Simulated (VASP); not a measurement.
Input of a VASP 6.6.1 run:

INCAR

```
PREC = Accurate
ENCUT = 520
EDIFF = 1E-7
ISMEAR = -1
SIGMA = 0.002
LREAL = Auto
LASPH = T
NELM = 100
ALGO = Fast
ISIF = 2
LWAVE = F
LCHARG = T
GGA = PE
LELF = T
LVHAR = T
NBANDS = 103
```

Contents of KPOINTS:

```
Automatic mesh
0
Gamma
  1 1 1
```

POSCAR

```
SiBF7
1.0
    8.0824800000      0.0000000000      0.0000000000
    0.0000000000      8.0824800000      0.0000000000
    0.0000000000      0.0000000000      8.0824800000
B F Si
3 21 3
Direct
    0.6532153497      1.0512491216      0.5317179875
    0.7135681128      0.5343038275      0.5611767675
    0.1911170829      0.7398348032      0.3034835842
    0.6134750720      1.0263433996      0.6811770645
    0.7578861933      0.9480629708      0.4601805386
    0.5776197405      1.1693935525      0.4515816927
    0.6884768041      0.6100479061      0.3999020103
    0.8339519553      0.4260078590      0.5935059536
    0.5953494472      0.5733759935      0.6642639388
    0.2784788827      0.6093303046      0.3542477061
    0.0336777821      0.7470603082      0.2567528778
    0.2670838653      0.8878957944      0.3119092160
    0.5196177411      0.3555715572      0.2177549465
    0.2498490562      0.2117790579      0.1025180390
    0.4394072116      0.4238550544     -0.0796413972
    0.5148543516      0.1190847364      0.0028580337
    0.2383798042      0.9054522869      0.9048707822
    0.0050108383      1.0712429848      0.8320960893
    0.2764374301      1.1240361869      0.6620740169
    0.1077515812      0.8582390553      0.6395438034
    1.0911626135      0.5178732270     -0.0126941236
    0.7922815769      0.6154546624     -0.0034395384
    0.8363893260      0.3337465728     -0.0675164059
    0.9106610842      0.4229766111      0.2365981728
    0.4328003286      0.2906038741      0.0583731726
    0.1646648059      0.9956473756      0.7524670646
    0.9103146559      0.4696578278      0.0445284121
```

Potentials or basis: VASP PAW PBE potentials, release 64 (B, F, Si).

The run is started by

```console
$ cat potpaw_PBE.64/B/POTCAR potpaw_PBE.64/F/POTCAR potpaw_PBE.64/Si/POTCAR > POTCAR
$ mpirun -np 1 vasp_gam > vasp.out
```

Problem. Estimate the pressure.

Solution. 1.9 GPa.

Problem. Predict the largest force.

Solution. 3.738 eV/Å.

Forces in eV/Å, atoms in the order of the input:
```
B    0.410 -0.509 -1.792
B   -0.729  1.015 -3.523
B    0.688  1.418  0.589
F   -0.595 -0.541  3.278
F    0.550  0.028 -0.503
F   -0.143  0.838 -0.765
F    1.044 -1.534  2.922
F   -0.411  0.701 -0.264
F   -0.027 -0.016  0.792
F   -0.778 -0.076 -0.436
F    0.107 -0.790 -0.028
F    0.091 -0.363 -0.094
F    0.157  0.610  0.271
F    0.946  1.528 -0.325
F   -0.273  0.540 -0.580
F    0.452  0.726 -0.146
F    1.480 -0.577  0.980
F   -0.735  0.982 -0.223
F    0.381  0.517 -0.187
F   -0.865 -2.406 -2.719
F    0.311 -0.088  0.039
F   -0.370  1.132  0.380
F   -0.297 -1.770 -0.509
F    0.091 -0.086 -0.902
Si  -1.383 -3.198  0.617
Si  -0.386  1.157  2.096
Si   0.283  0.764  1.032
```
